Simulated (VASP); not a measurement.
VASP runs on SiC (wurtzite) share one base input (PBE GGA, plane waves, VASP's PBE PAW potentials (set 64)) and change the settings named in each case.

File POSCAR:
```
SiC
1.0
  1.5708000000  -2.7207050000   0.0000000000
  1.5708000000   2.7207050000   0.0000000000
  0.0000000000   0.0000000000   5.1510000000
Si C
2 2
Cart
  1.5708000000  -0.9069034805   2.5755000000
  1.5708000000   0.9069034805   0.0000000000
  1.5708000000  -0.9069034805   4.5071250000
  1.5708000000   0.9069034805   1.9316250000
```

### KPOINTS
```
Automatic mesh
0
Gamma
7 7 4
0 0 0
```

INCAR:
```
# general
SYSTEM=SiC
PREC  =Accurate
ENCUT =520
LREAL =F   # projection in real space or not
LASPH =T

# electronic loop
EDIFF =1E-6   # SCF stop (eV)
NELM  =100   # most electronic steps
ALGO  =Normal

# smearing
ISMEAR=0   # Gaussian
SIGMA =0.05

# functional
GGA   =PE   # PBE

# ions
ISIF  =2

# output
LWAVE =F
LCHARG=F
```

POTCAR, in this order: Si C (PBE.64 set). Program: vasp_std.

| change | E(σ→0) (eV/atom) | −TS (eV) |
|---|---|---|
| base run | -7.5118 | 0.0000 |
| ISMEAR = 1, SIGMA = 0.01 | -7.5118 | 0.0000 |
| ISMEAR = -1, SIGMA = 0.2 | -7.5117 | -0.0005 |
| SIGMA = 0.02 | -7.5118 | 0.0000 |
| ISMEAR = -1, SIGMA = 0.5 | (withheld) | (withheld) |
| ISMEAR = 1, SIGMA = 0.5 | -7.5116 | 0.0082 |
| SIGMA = 0.5 | -7.5118 | 0.0000 |
| ISMEAR = -5, SIGMA removed | -7.5118 | 0.0000 |
| ISMEAR = -4, SIGMA removed | -7.5118 | 0.0000 |

Complete the blanks.

- ISMEAR = -1, SIGMA = 0.5, E(σ→0) (eV/atom): -7.5013
- ISMEAR = -1, SIGMA = 0.5, −TS (eV): -0.1380

Left out are runs that ran out of time, are held back, or changed the cell or the kind of run, fixed moments of cells without a moment, rows past the twelfth, gaps on odd meshes, pressures of charged cells and columns that move by less than the noise.

The compound is SiC in the wurtzite structure, the rare 2H polytype. The cell was not relaxed at this level.
